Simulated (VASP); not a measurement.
Input of a VASP 6.6.1 run:

Contents of INCAR:

```
SYSTEM = ZnO
  ALGO = Normal
  EDIFF = 1E-6
  ENCUT = 520
  GGA = PE
  ISIF = 2
  ISMEAR = 0
  LASPH = .True.
  LCHARG = .False.
  LREAL = .False.
  LWAVE = .False.
  NBANDS = 26
  NELM = 100
  PREC = Accurate
  SIGMA = 0.02
```

The input KPOINTS:

```
k-points
0
Gamma
  9 9 6
  0 0 0
```

File POSCAR:

```
ZnO
1.0
    3.2493080000      0.0000000000      0.0000000000
   -1.6246540000      2.8139832727      0.0000000000
    0.0000000000      0.0000000000      5.2057090000
Zn O
2 2
Direct
    0.3333333333      0.6666666667      0.4990218346
    0.6666666667      0.3333333333     -0.0009781654
    0.6666666667      0.3333333333      0.3799881654
    0.3333333333      0.6666666667      0.8799881654
```

Potentials or basis: VASP PAW PBE potentials, release 64 (Zn, O).

Launch:

```bash
$ cat potpaw_PBE.64/Zn/POTCAR potpaw_PBE.64/O/POTCAR > POTCAR
$ mpirun -np 1 vasp_std > vasp.out
```

Task: Estimate the band gap on the k mesh.

Result: 0.79 eV, direct.

Task: Estimate the largest force.

Result: 0.003 eV/Å.

Stress tensor (GPa, compression positive):
```
5.75 0.00 0.00
0.00 5.75 0.00
0.00 0.00 6.50
```
